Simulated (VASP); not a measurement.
A run of VASP 6.6.1 is set up as follows.

POSCAR

```
Si
1.0
    0.0000000000      2.7135600000      2.7135600000
    2.7135600000      0.0000000000      2.7135600000
    2.7135600000      2.7135600000      0.0000000000
Si
2
Direct
    0.7500000000      0.7500000000      0.7500000000
    0.5000000000      0.5000000000      0.5000000000
```

Contents of INCAR.step1:

```
  PREC = Accurate
  ENCUT = 520
  EDIFF = 1E-5
  ISMEAR = 0
  SIGMA = 0.02
  LREAL = F
  LASPH = T
  NELM = 60
  ALGO = Normal
  ISIF = 2
  LWAVE = T
  LCHARG = F
  NBANDS = 11
  KPAR = 4
  GGA = PE
```

File INCAR.step2:

```
  PREC = Accurate
  ENCUT = 520
  EDIFF = 1E-7
  ISMEAR = 0
  SIGMA = 0.02
  LREAL = F
  LASPH = T
  NELM = 60
  ALGO = Normal
  ISIF = 2
  LWAVE = F
  LCHARG = F
  GGA = PE
  LHFCALC = T
  HFSCREEN = 0.2
  PRECFOCK = Fast
  NBANDS = 11
  KPAR = 4
  ISTART = 1
```

Contents of KPOINTS:

```
regular mesh
0
Gamma
  6 6 6
```

The input KPOINTS_OPT:

```
path GXWKGLUWLK,UX
10
line-mode
reciprocal
 0.0000000000  0.0000000000  0.0000000000  G
 0.5000000000  0.0000000000  0.5000000000  X

 0.5000000000  0.0000000000  0.5000000000  X
 0.5000000000  0.2500000000  0.7500000000  W

 0.5000000000  0.2500000000  0.7500000000  W
 0.3750000000  0.3750000000  0.7500000000  K

 0.3750000000  0.3750000000  0.7500000000  K
 0.0000000000  0.0000000000  0.0000000000  G

 0.0000000000  0.0000000000  0.0000000000  G
 0.5000000000  0.5000000000  0.5000000000  L

 0.5000000000  0.5000000000  0.5000000000  L
 0.6250000000  0.2500000000  0.6250000000  U

 0.6250000000  0.2500000000  0.6250000000  U
 0.5000000000  0.2500000000  0.7500000000  W

 0.5000000000  0.2500000000  0.7500000000  W
 0.5000000000  0.5000000000  0.5000000000  L

 0.5000000000  0.5000000000  0.5000000000  L
 0.3750000000  0.3750000000  0.7500000000  K

 0.6250000000  0.2500000000  0.6250000000  U
 0.5000000000  0.0000000000  0.5000000000  X
```

Potentials or basis: VASP PAW PBE potentials, release 64 (Si).

The run is started by

```console
$ cat potpaw_PBE.64/Si/POTCAR > POTCAR
$ cp INCAR.step1 INCAR
$ mpirun -np 4 vasp_std > vasp.out
$ cp INCAR.step2 INCAR
$ mpirun -np 4 vasp_std > vasp.out
```

Problem. Estimate the band gap along the path.

Solution. 1.17 eV, indirect (least direct gap 3.34 eV).

Problem. What does it give for the pressure?

Solution. 0.4 GPa.

Levels at the corners of the path, in eV from the valence-band top:
```
point  band 2  band 3  band 4  band 5  band 6  band 7
    Γ    0.00    0.00    0.00    3.34    3.34    3.34
    X   -8.68   -3.14   -3.14    1.30    1.30   11.53
    X   -8.68   -3.14   -3.14    1.30    1.30   11.53
    W   -8.50   -4.21   -4.21    5.07    5.07    6.01
    W   -8.50   -4.21   -4.21    5.07    5.07    6.01
    K   -8.02   -4.71   -2.66    1.84    4.96    8.66
    K   -8.02   -4.71   -2.66    1.84    4.96    8.66
    Γ    0.00    0.00    0.00    3.34    3.34    3.34
    Γ    0.00    0.00    0.00    3.34    3.34    3.34
    L   -7.73   -1.31   -1.31    2.27    4.16    4.16
    L   -7.73   -1.31   -1.31    2.27    4.16    4.16
    U   -8.02   -4.71   -2.66    1.84    4.96    8.66
    U   -8.02   -4.71   -2.66    1.84    4.96    8.66
    W   -8.50   -4.21   -4.21    5.07    5.07    6.01
    W   -8.50   -4.21   -4.21    5.07    5.07    6.01
    L   -7.73   -1.31   -1.31    2.27    4.16    4.16
    L   -7.73   -1.31   -1.31    2.27    4.16    4.16
    K   -8.02   -4.71   -2.66    1.84    4.96    8.66
    U   -8.02   -4.71   -2.66    1.84    4.96    8.66
    X   -8.68   -3.14   -3.14    1.30    1.30   11.53
```

Caveat: the PAW data sets were made with another functional, which shifts forces and pressure a little; the mesh misses the band edges, which the band path finds closer together.
